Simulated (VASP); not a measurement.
Consider the following.

```
CELL_PARAMETERS angstrom
      2.86000     0.00000     0.00000
      0.00000     2.86000     0.00000
      0.00000     0.00000     2.86000
ATOMIC_POSITIONS crystal
  Al 0.50000 0.50000 0.50000
  Co 0.00000 0.00000 0.00000
```

Computed with PBEsol GGA, VASP's PBE PAW potentials (set 64) (plane waves; VASP). Settings: 300 eV cut-off, 8×8×8 Γ-centred mesh, Fermi-Dirac smearing of 0.10 eV, potentials Al Co.

Task: Give the energies of bands 1 to 9 at the high-symmetry points, in eV from the Fermi level.

Result: 
```json
[
 {"band": "1", "Γ": "-10.96", "X": "-6.70", "M": "-5.15", "R": "-3.84"},
 {"band": "2", "Γ": "-2.89", "X": "-6.55", "M": "-3.00", "R": "-3.84"},
 {"band": "3", "Γ": "-2.89", "X": "-2.32", "M": "-2.61", "R": "-3.84"},
 {"band": "4", "Γ": "-0.76", "X": "-1.63", "M": "-2.61", "R": "-0.17"},
 {"band": "5", "Γ": "-0.76", "X": "-1.63", "M": "-1.42", "R": "-0.17"},
 {"band": "6", "Γ": "-0.76", "X": "-0.65", "M": "-1.42", "R": "2.40"},
 {"band": "7", "Γ": "5.94", "X": "0.20", "M": "-0.21", "R": "2.40"},
 {"band": "8", "Γ": "5.94", "X": "8.46", "M": "2.40", "R": "2.40"},
 {"band": "9", "Γ": "5.94", "X": "10.56", "M": "3.48", "R": "4.08"}
]
```

It has no gap at this level: it comes out as a metal or semimetal.

The structure is a typed CoAl crystal (Pm-3m). The cell was not relaxed at this level. The run is not spin-polarised, so no magnetic state was tried.
